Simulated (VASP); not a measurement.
All values below come from PBE GGA, VASP's PBE PAW potentials (set 64) (plane waves; VASP).

Input for VASP

### POSCAR
```
BAs
1
    0.0000000000     2.4082175096     2.4082175096
    2.4082175096     0.0000000000     2.4082175096
    2.4082175096     2.4082175096     0.0000000000
B As
1 1
Direct
  0.0000000000   0.0000000000   0.0000000000
  0.2500000000   0.2500000000   0.2500000000
```

**INCAR**
```
ALGO = Normal
EDIFF = 1E-7
ENCUT = 520
GGA = PE
ISIF = 2
ISMEAR = 0
LASPH = .TRUE.
LCHARG = .FALSE.
LMAXMIX = 4
LREAL = .FALSE.
LWAVE = .FALSE.
NELM = 100
PREC = Accurate
SIGMA = 0.05
SYSTEM = BAs
```

File KPOINTS:
```
Regular mesh
0
gamma
  9 9 9
```

POTCAR, in this order: B As (PBE.64 set). Program: vasp_std.

The resulting files:

### OUTCAR
```
 ion  position               nearest neighbor table
   1  0.000  0.000  0.000-   2 2.09   2 2.09   2 2.09   2 2.09
   2  0.250  0.250  0.250-   1 2.09   1 2.09   1 2.09   1 2.09
  LATTYP: Found a face centered cubic cell.
 ALAT       =     4.8164350192
 Subroutine PRICEL returns:
 Original cell was already a primitive cell.
 Subroutine GETGRP returns: Found 24 space group operations
The static configuration has the point symmetry T_d .
The dynamic configuration has the point symmetry T_d .
 Subroutine INISYM returns: Found 24 space group operations
 Subroutine IBZKPT returns following result:
 Found     35 irreducible k-points:

 Following reciprocal coordinates:
            Coordinates               Weight
  0.000000  0.000000  0.000000      1.000000
  0.111111  0.000000  0.000000      8.000000
  0.222222  0.000000  0.000000      8.000000
  0.333333  0.000000  0.000000      8.000000
  0.444444  0.000000  0.000000      8.000000
  0.111111  0.111111  0.000000      6.000000
  0.222222  0.111111  0.000000     24.000000
  0.333333  0.111111  0.000000     24.000000
  0.444444  0.111111  0.000000     24.000000
 -0.444444  0.111111  0.000000     24.000000
 -0.333333  0.111111  0.000000     24.000000
 -0.222222  0.111111  0.000000     24.000000
 -0.111111  0.111111  0.000000     12.000000
  0.222222  0.222222  0.000000      6.000000
  0.333333  0.222222  0.000000     24.000000
  0.444444  0.222222  0.000000     24.000000
 -0.444444  0.222222  0.000000     24.000000
 -0.333333  0.222222  0.000000     24.000000
 -0.222222  0.222222  0.000000     12.000000
  0.333333  0.333333  0.000000      6.000000
  0.444444  0.333333  0.000000     24.000000
 -0.444444  0.333333  0.000000     24.000000
 -0.333333  0.333333  0.000000     12.000000
  0.444444  0.444444  0.000000      6.000000
...
```

### OSZICAR
```
       N       E                     dE             d eps       ncg     rms          rms(c)
DAV:   1     0.132402539075E+02    0.13240E+02   -0.39682E+03   560   0.884E+02
DAV:   2    -0.117138458585E+02   -0.24954E+02   -0.23743E+02   872   0.106E+02
DAV:   3    -0.120053552007E+02   -0.29151E+00   -0.29151E+00   616   0.161E+01
DAV:   4    -0.120057564062E+02   -0.40121E-03   -0.40121E-03   856   0.651E-01
DAV:   5    -0.120057565123E+02   -0.10613E-06   -0.10613E-06   600   0.701E-03    0.477E+00
DAV:   6    -0.114723501929E+02    0.53341E+00   -0.17534E+00   576   0.677E+00    0.236E+00
DAV:   7    -0.114191402173E+02    0.53210E-01   -0.18769E-01   792   0.263E+00    0.937E-01
DAV:   8    -0.114125642263E+02    0.65760E-02   -0.21279E-02   608   0.102E+00    0.113E-01
DAV:   9    -0.114128819725E+02   -0.31775E-03   -0.61512E-04   696   0.198E-01    0.637E-02
DAV:  10    -0.114130680898E+02   -0.18612E-03   -0.29811E-04   688   0.127E-01    0.160E-02
DAV:  11    -0.114130741908E+02   -0.61010E-05   -0.12361E-05   824   0.274E-02    0.132E-02
DAV:  12    -0.114130738602E+02    0.33058E-06   -0.24707E-06   592   0.111E-02    0.210E-03
DAV:  13    -0.114130738748E+02   -0.14560E-07   -0.70495E-08   536   0.220E-03
   1 F= -.11413074E+02 E0= -.11413074E+02  d E =-.167542E-10
```

OUTCAR:
```
------------------------ aborting loop because EDIFF is reached ----------------------------------------
  FORCE on cell =-STRESS in cart. coord.  units (eV):
  Direction    XX          YY          ZZ          XY          YZ          ZX
  --------------------------------------------------------------------------------------
  Total        0.0007521      0.0007521      0.0007521     -0.0000000     -0.0000000      0.0000000
  in kB        0.0431413      0.0431413      0.0431413     -0.0000000     -0.0000000      0.0000000
  external PRESSURE =       0.0431413 kB  Pullay stress =       0.0000000 kB
  volume of cell :       27.93
      direct lattice vectors                 reciprocal lattice vectors
     0.000000000  2.408217510  2.408217510    -0.207622442  0.207622442  0.207622442
     2.408217510  0.000000000  2.408217510     0.207622442 -0.207622442  0.207622442
     2.408217510  2.408217510  0.000000000     0.207622442  0.207622442 -0.207622442
  FREE ENERGIE OF THE ION-ELECTRON SYSTEM (eV)
  ---------------------------------------------------
  free  energy   TOTEN  =       -11.4130738748 eV

  energy  without entropy=      -11.4130738748  energy(sigma->0) =      -11.41307387
```
(Selected blocks of OUTCAR.)

The compound is BAs in the zinc blende structure. It was relaxed first.
